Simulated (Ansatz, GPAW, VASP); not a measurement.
## One structure in several programs: HfBe2 (P6/mmm, 3 atoms in the cell)

Self-consistent single point.

```yaml
crystal:
  lattice:
    - [3.77950, 0.00000, 0.00000]
    - [-1.88975, 3.27314, 0.00000]
    - [0.00000, 0.00000, 3.16996]
  atoms:
    - { symbol: Hf, position: [0.00000, 0.00000, 0.00000] }
    - { symbol: Be, position: [0.33333, 0.66667, 0.50000] }
    - { symbol: Be, position: [0.66667, 0.33333, 0.50000] }
```

All programs got the same cell, k-point mesh and kind of occupations (in Ansatz's words: kpoints.mp_grid.grid = 10 10 10; scf.occupations.method = gaussian; scf.occupations.width = 0.05 eV); potentials, basis and cutoffs are each program's usual ones.

```tsv
code	model	pressure (GPa)	cutoff
Ansatz	LDA (PW92), PAW files made with PBE	-6.18	default
VASP	LDA (PZ), VASP's LDA PAW potentials (set 64)	-5.84	300 eV
GPAW	LDA (Perdew-Wang 92), GPAW PAW datasets LDA (gpaw-data 1.0.1)	-5.49	800 eV
```

The spread over the programs that give each value: pressure within 0.69 GPa.

The starting cell comes from a database of computed structures (which also holds hypothetical and non-ambient phases and stackings), without a prior relaxation at this level. On Ansatz's run: Spin-orbit coupling is off. In the base run, with a pressure of about -6 GPa the cell is away from its equilibrium volume at this level.

Task: Why do the programs differ, and what cannot be compared?

Result: Differences of this kind can come from the potentials, where these differ, and from what each basis and cutoff leave unconverged. The valence holds different numbers of electrons (Ansatz (a first-principles code) 30, VASP 14, GPAW 16). The zero of total energies and Fermi levels follows the potentials and each program's conventions, so they are not compared here. Ansatz's pressure is given at a fixed set of plane waves, as the other plane-wave codes print theirs. The same LDA comes in different parametrisations, which differ slightly.

VASP's run is marked for a possible Pulay error in its stress at this cutoff; no cutoff test was made.

Left out of this page: Quantum ESPRESSO, ABINIT, CP2K, Elk, FLEUR and SIESTA (not drawn, or without a comparable value).

Keys are those of Ansatz 0.2.
